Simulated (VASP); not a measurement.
Data:

```
CdNi3N
1.0
    3.80203     0.00000     0.00000
    0.00000     3.80203     0.00000
    0.00000     0.00000     3.80203
Cd Ni N
1 3 1
Direct
  0.00000   0.00000   0.00000
  0.50000   0.50000   0.00000
  0.00000   0.50000   0.50000
  0.50000   0.00000   0.50000
  0.50000   0.50000   0.50000
```

All values below come from PBEsol GGA, VASP's PBE PAW potentials (set 64) (plane waves; VASP). Numerical set-up: 520 eV cut-off, Gaussian smearing of 0.050 eV, potentials Cd Ni N.

Problem. Give the energies of bands 14 to 27 at the high-symmetry points, in eV from the Fermi level.

Solution. 
```
band      Γ      X      M      R
----  -----  -----  -----  -----
14    -2.35  -2.84  -2.12  -2.01
15    -2.35  -1.73  -2.12  -2.01
16    -1.61  -1.71  -2.04  -2.01
17    -1.61  -1.70  -2.04  -1.60
18    -1.08  -1.38  -1.39  -1.60
19    -1.08  -1.38  -1.38  -1.60
20    -1.08  -1.18  -1.33  -0.91
21    -0.64  -0.97  -1.02  -0.91
22    -0.64  -0.64  -0.20  -0.61
23    -0.64  -0.54  -0.15  -0.61
24    -0.41  -0.54  -0.15  -0.61
25     1.41   1.63   0.12   1.08
26     3.89   2.41   4.01   1.08
27     3.89   5.32   4.01   1.08
```

It has no gap at this level: it comes out as a metal or semimetal.

The structure comes from a computed database's CdNi3N entry (Pm-3m); how it stands against other phases isn't given here. It was relaxed first. The run is not spin-polarised, so no magnetic state was tried. The electron count is odd and the run is not spin-polarised, which forces a metal.
